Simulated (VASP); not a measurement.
Set up this calculation in VASP 6.6.1, as the native input.

| Property | Result |
| --- | --- |
| Task | relaxation of cell and atoms |
| Functional | rev-vdW-DF2 |
| Potentials or basis | VASP PAW PBE potentials, release 64 (Mo_sv, S) |
| Cutoff | 600 eV |
| k mesh | 12 × 12 × 3 |
| Occupations | gaussian, width 0.03 eV |
| Spin | no spin polarisation |
| Further INCAR settings | ALGO = Normal; EDIFF = 1e-06; IBRION = 2; EDIFFG = -0.01; NSW = 90; ISIF = 3 |

The structure of MoS2 lies in POSCAR:

```
MoS2
1.0
    3.1690000000      0.0000000000      0.0000000000
   -1.5845000000      2.7444345046      0.0000000000
    0.0000000000      0.0000000000     12.3240000000
Mo S
2 4
Direct
    0.3333333333      0.6666666667      0.2500000000
    0.6666666667      0.3333333333      0.7500000000
    0.3333333333      0.6666666667      0.6230000000
    0.6666666667      0.3333333333      0.1230000000
    0.3333333333      0.6666666667      0.8770000000
    0.6666666667      0.3333333333      0.3770000000
```

The input as run:

INCAR

```
PREC = Accurate ; ENCUT = 600
EDIFF = 1E-6 ; ISMEAR = 0
SIGMA = 0.03 ; LREAL = F
LASPH = T ; NELM = 80
ALGO = Normal ; ISIF = 3
LWAVE = F ; LCHARG = F
GGA = MK ; LUSE_VDW = T
AGGAC = 0.0 ; PARAM1 = 0.1234
PARAM2 = 0.711357 ; ZAB_VDW = -1.8867
IBRION = 2 ; NSW = 90
EDIFFG = -0.01 ; KPAR = 2
```

KPOINTS

```
Automatic mesh
0
Gamma
  12 12 3
```

Potentials or basis: VASP PAW PBE potentials, release 64 (Mo_sv, S).

The run is started by

```bash
$ cat potpaw_PBE.64/Mo_sv/POTCAR potpaw_PBE.64/S/POTCAR > POTCAR
$ mpirun -np 2 vasp_std > vasp.out
```

Results of the run:

```json
{
  "Relaxed volume": "17.87 Å³/atom",
  "Relaxed cell": "a = 3.168 Å, b = 3.168 Å, c = 12.342 Å, α = 90.00°, β = 90.00°, γ = 120.00°",
  "Space group after relaxing (to 0.05 Å)": "P6_3/mmc (No. 194)",
  "Energy gained by relaxing": "0.1 meV/atom",
  "Ionic steps": "4",
  "Pressure after relaxing": "0.0 GPa",
  "Band gap on the k mesh": "0.87 eV, indirect (least direct gap 1.67 eV)"
}
```

Caveat: the PAW data sets were made with another functional, which shifts forces and pressure a little; an odd mesh through Γ misses points on the zone boundary, where band edges often lie.

Wall time 12 min on 2 MPI ranks on Intel(R) Xeon(R) Platinum 8488C (Sapphire Rapids), with other jobs on the host, peak memory 0.71 GiB a rank.
